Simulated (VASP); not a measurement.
Output of a VASP run:

**OUTCAR**
```
 ion  position               nearest neighbor table
   1  0.250  0.750  0.500-   2 3.02   2 3.02   2 3.02   2 3.02   2 3.76   2 3.76   2 3.76   2 3.76
  LATTYP: Found a body centered tetragonal cell.
 ALAT       =     5.8270495182
 C/A-ratio  =     0.5423311606
 Subroutine PRICEL returns:
 Original cell was already a primitive cell.
 Subroutine GETGRP returns: Found 16 space group operations
The static configuration has the point symmetry D_2d.
 The point group associated with its full space group is D_4h.
The dynamic configuration has the point symmetry D_2d.
 Subroutine INISYM returns: Found 16 space group operations
 Subroutine IBZKPT returns following result:
 Found    163 irreducible k-points:

 Following reciprocal coordinates:
            Coordinates               Weight
  0.000000  0.000000  0.000000      1.000000
  0.083333  0.000000 -0.000000      8.000000
  0.166667  0.000000 -0.000000      8.000000
  0.250000  0.000000 -0.000000      8.000000
  0.333333  0.000000 -0.000000      8.000000
  0.416667  0.000000 -0.000000      8.000000
  0.500000  0.000000 -0.000000      4.000000
  0.083333  0.083333 -0.000000      8.000000
  0.166667  0.083333 -0.000000     16.000000
  0.250000  0.083333 -0.000000     16.000000
  0.333333  0.083333 -0.000000     16.000000
  0.416667  0.083333 -0.000000     16.000000
  0.500000  0.083333 -0.000000     16.000000
 -0.416667  0.083333  0.000000     16.000000
 -0.333333  0.083333  0.000000     16.000000
 -0.250000  0.083333  0.000000     16.000000
 -0.166667  0.083333  0.000000     16.000000
 -0.083333  0.083333  0.000000      4.000000
  0.166667  0.166667 -0.000000      8.000000
  0.250000  0.166667 -0.000000     16.000000
  0.333333  0.166667 -0.000000     16.000000
  0.416667  0.166667 -0.000000     16.000000
  0.500000  0.166667 -0.000000     16.000000
 -0.416667  0.166667  0.000000     16.000000
 -0.333333  0.166667  0.000000     16.000000
 -0.250000  0.166667  0.000000     16.000000
 -0.166667  0.166667  0.000000      4.000000
  0.250000  0.250000 -0.000000      8.000000
  0.333333  0.250000 -0.000000     16.000000
  0.416667  0.250000 -0.000000     16.000000
  0.500000  0.250000 -0.000000     16.000000
 -0.416667  0.250000  0.000000     16.000000
 -0.333333  0.250000  0.000000     16.000000
 -0.250000  0.250000  0.000000      4.000000
  0.333333  0.333333 -0.000000      8.000000
  0.416667  0.333333 -0.000000     16.000000
  0.500000  0.333333 -0.000000     16.000000
 -0.416667  0.333333  0.000000     16.000000
 -0.333333  0.333333  0.000000      4.000000
  0.416667  0.416667 -0.000000      8.000000
   k-points           NKPTS =    163   k-points in BZ     NKDIM =    163   number of bands    NBANDS=     18
   number of dos      NEDOS =    301   number of ions     NIONS =      2
   total plane-waves  NPLWV =  32768
   dimension x,y,z NGX =    32 NGY =   32 NGZ =   32
   dimension x,y,z NGXF=    64 NGYF=   64 NGZF=   64
   ions per type =               2
   PREC   = accura    normal or accurate (medium, high low for compatibility)
   ISTART =      0    job   : 0-new  1-cont  2-samecut
   ICHARG =      2    charge: 1-file 2-atom 10-const
   ISPIN  =      1    spin polarized calculation?
   LNONCOLLINEAR =      F non collinear calculations
   LSORBIT =      F    spin-orbit coupling
   INIWAV =      1    electr: 0-lowe 1-rand  2-diag
   ENCUT  =  480.0 eV  35.28 Ry    5.94 a.u.   7.88  7.88  7.88*2*pi/ulx,y,z
   NELM   =    100;   NELMIN=  2; NELMDL= -5     # of ELM steps
   EDIFF  = 0.1E-06   stopping-criterion for ELM
   LREAL  =      F    real-space projection
   NLSPLINE    = F    spline interpolate recip. space projectors
   LMAXMIX     =    4 max onsite mixed and CHGCAR
   VOSKOWN=      0    Vosko Wilk Nusair interpolation
   EDIFFG = 0.1E-05   stopping-criterion for IOM
   NSW    =      0    number of steps for IOM
   NBLOCK =      1;   KBLOCK =      1    inner block; outer block
...
```

**OSZICAR**
```
       N       E                     dE             d eps       ncg     rms          rms(c)
DAV:   1     0.195754363308E+03    0.19575E+03   -0.14471E+04  5896   0.233E+03
DAV:   2     0.880317274931E+01   -0.18695E+03   -0.18484E+03  5878   0.434E+02
DAV:   3    -0.804823068025E+01   -0.16851E+02   -0.16666E+02  6736   0.136E+02
DAV:   4    -0.854765565376E+01   -0.49942E+00   -0.49828E+00  6740   0.257E+01
DAV:   5    -0.856658325953E+01   -0.18928E-01   -0.18924E-01  7934   0.455E+00    0.248E+00
DAV:   6    -0.853257720444E+01    0.34006E-01   -0.54319E-02  7682   0.377E+00    0.134E+00
DAV:   7    -0.852218387651E+01    0.10393E-01   -0.28993E-02  7694   0.266E+00    0.191E-01
DAV:   8    -0.852160442826E+01    0.57945E-03   -0.22964E-03  7076   0.754E-01    0.291E-02
DAV:   9    -0.852161042515E+01   -0.59969E-05   -0.61914E-05  7394   0.844E-02    0.140E-02
DAV:  10    -0.852160966595E+01    0.75921E-06   -0.43903E-06  7490   0.275E-02    0.205E-03
DAV:  11    -0.852160977011E+01   -0.10416E-06   -0.30422E-07  5282   0.821E-03    0.118E-03
DAV:  12    -0.852160964560E+01    0.12451E-06   -0.39785E-08  3156   0.280E-03    0.126E-04
DAV:  13    -0.852160965623E+01   -0.10628E-07   -0.10390E-08  3130   0.148E-03
   1 F= -.85216097E+01 E0= -.85214410E+01  d E =-.505907E-03
```

**OUTCAR**
```
------------------------ aborting loop because EDIFF is reached ----------------------------------------
  FORCE on cell =-STRESS in cart. coord.  units (eV):
  Direction    XX          YY          ZZ          XY          YZ          ZX
  --------------------------------------------------------------------------------------
  Total       -0.0015771     -0.0015771      0.0119182      0.0000000      0.0000000      0.0000000
  in kB       -0.0470963     -0.0470963      0.3559111      0.0000000      0.0000000      0.0000000
  external PRESSURE =       0.0872395 kB  Pullay stress =       0.0000000 kB
  volume of cell :       53.65
      direct lattice vectors                 reciprocal lattice vectors
    -2.913524759  2.913524759  1.580095264     0.000000000  0.171613438  0.316436617
     2.913524759 -2.913524759  1.580095264     0.171613438  0.000000000  0.316436617
     2.913524759  2.913524759 -1.580095264     0.171613438  0.171613438  0.000000000
 POSITION                                       TOTAL-FORCE (eV/Angst)
 -----------------------------------------------------------------------------------
      2.91352     -0.00000      0.79005         0.000000     -0.000000      0.000000
      0.00000      0.00000      0.00000        -0.000000      0.000000     -0.000000
 -----------------------------------------------------------------------------------
    total drift:                                0.000000     -0.000000      0.000000
  FREE ENERGIE OF THE ION-ELECTRON SYSTEM (eV)
  ---------------------------------------------------
  free  energy   TOTEN  =        -8.5216096562 eV

  energy  without entropy=       -8.5211037491  energy(sigma->0) =       -8.52144102
```
(Selected blocks of OUTCAR.)

POSCAR:
```
Sn
1
   -2.9135247591     2.9135247591     1.5800952641
    2.9135247591    -2.9135247591     1.5800952641
    2.9135247591     2.9135247591    -1.5800952641
Sn
2
Direct
  0.2500000000   0.7500000000   0.5000000000
  0.0000000000   0.0000000000   0.0000000000
```

### Question
Write an INCAR and KPOINTS that could have produced this output.

### Answer
This is not unique; one that fits is the input of the run itself, PBEsol GGA, plane waves, VASP's PBE PAW potentials (set 64).

**KPOINTS**
```
Regular mesh
0
G
  12 12 12
```

**INCAR**
```
! general
SYSTEM  = Sn
PREC    = Accurate
ENCUT   = 480
LREAL   = .FALSE.
LASPH   = .TRUE.

! electronic loop
EDIFF   = 1E-7
NELM    = 100
ALGO    = Normal
LMAXMIX = 4

! smearing
ISMEAR  = 1
SIGMA   = 0.1

! functional
GGA     = PS

! ions
ISIF    = 2

! output
LWAVE   = .FALSE.
LCHARG  = .FALSE.
```

POTCAR, in this order: Sn_d (PBE.64 set). Program: vasp_std.

The compound is Sn in the beta structure. It was relaxed first.
